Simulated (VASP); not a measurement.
Given:

```
SrTe
1.0
    0.00000     3.39841     3.39841
    3.39841     0.00000     3.39841
    3.39841     3.39841     0.00000
Sr Te
1 1
Cartesian
  0.00000   0.00000   0.00000
  3.39841   3.39841   3.39841
```

These are revPBE GGA, VASP's PBE PAW potentials (set 64) (plane waves; VASP) values and carry that method's errors. Settings: 520 eV cut-off, Gaussian smearing of 0.050 eV, potentials Sr_sv Te.

Unless said otherwise, spin-orbit coupling is left out, though it shifts the bands of the heavy elements here.

**Question.** Give the energies of bands 6 to 11 at the high-symmetry points, in eV from the valence-band maximum.

**Answer.** 
```json
[
 {"band": "6", "Γ": "0.00", "X": "-1.84", "U": "-1.65", "L": "-2.60", "W": "-1.45"},
 {"band": "7", "Γ": "0.00", "X": "-0.69", "U": "-1.60", "L": "-0.98", "W": "-1.45"},
 {"band": "8", "Γ": "0.00", "X": "-0.69", "U": "-0.87", "L": "-0.98", "W": "-1.38"},
 {"band": "9", "Γ": "2.73", "X": "1.93", "U": "2.93", "L": "3.89", "W": "3.98"},
 {"band": "10", "Γ": "3.39", "X": "3.82", "U": "4.82", "L": "5.13", "W": "3.98"},
 {"band": "11", "Γ": "3.39", "X": "4.77", "U": "5.46", "L": "5.30", "W": "4.40"}
]
```

The gap is indirect, 1.92 eV, from the valence maximum at Γ to the conduction minimum at X.

The compound is SrTe in the rock salt structure. It was relaxed first, which changed the volume by +6 %.
